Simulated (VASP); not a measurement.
All values below come from PBEsol GGA, VASP's PBE PAW potentials (set 64) (plane waves; VASP).

Input for VASP

### INCAR
```
SYSTEM = Ni3Al
PREC = Normal
ENCUT = 400
EDIFF = 1E-5
NELM = 100
ALGO = Fast
LREAL = .FALSE.
LASPH = .TRUE.
ISMEAR = 1
SIGMA = 0.1
GGA = PS
LMAXMIX = 4
ISPIN = 2
MAGMOM = 0.0 0.5 0.5 0.5
LORBIT = 10
LWAVE = .FALSE.
LCHARG = .FALSE.
NELMIN = 4
IBRION = 2
ISIF = 2
NSW = 20
EDIFFG = -0.03
```

**KPOINTS**
```
Automatic mesh
0
Gamma
12 12 12
0 0 0
```

**POSCAR**
```
Ni3Al
1.0
  3.5203344753   0.0000000000   0.0000000000
  0.0000000000   3.5203344753   0.0000000000
  0.0000000000   0.0000000000   3.5203344753
Al Ni
1 3
Cartesian
  0.0000000000   0.0000000000   0.0000000000
  0.0000000000   1.7601672376   1.7601672376
  1.7601672376   0.0000000000   1.7601672376
  1.7601672376   1.7601672376   0.0000000000
```

POTCAR, in this order: Al Ni (PBE.64 set). Program: vasp_std.

Question: What does the run give for the energy per atom (σ→0), cell moment, band gap (on the k-mesh)?

Answer: 
* **energy per atom (σ→0)**: -6.074 eV/atom
* **cell moment**: 0.71 μB
* **band gap (on the k-mesh)**: none (metal, semimetal or under 0.01 eV)

OSZICAR:
```
...
RMM:   9    -0.242921675047E+02    0.17169E-01   -0.74524E-02  7082   0.244E+00    0.764E-01
RMM:  10    -0.242944845902E+02   -0.23171E-02   -0.15877E-02  7255   0.111E+00    0.414E-01
RMM:  11    -0.242957164295E+02   -0.12318E-02   -0.56487E-03  7318   0.725E-01    0.987E-02
RMM:  12    -0.242958215398E+02   -0.10511E-03   -0.15151E-03  7652   0.291E-01    0.112E-01
RMM:  13    -0.242958757391E+02   -0.54199E-04   -0.26996E-04  7544   0.116E-01    0.772E-02
RMM:  14    -0.242958875051E+02   -0.11766E-04   -0.72088E-05  6271   0.103E-01    0.398E-02
RMM:  15    -0.242958824445E+02    0.50606E-05   -0.39495E-05  5404   0.793E-02
   1 F= -.24295882E+02 E0= -.24296315E+02  d E =-.242959E+02  mag=     0.7051
```

The compound is Ni3Al in the L1_2 structure. It was relaxed first.
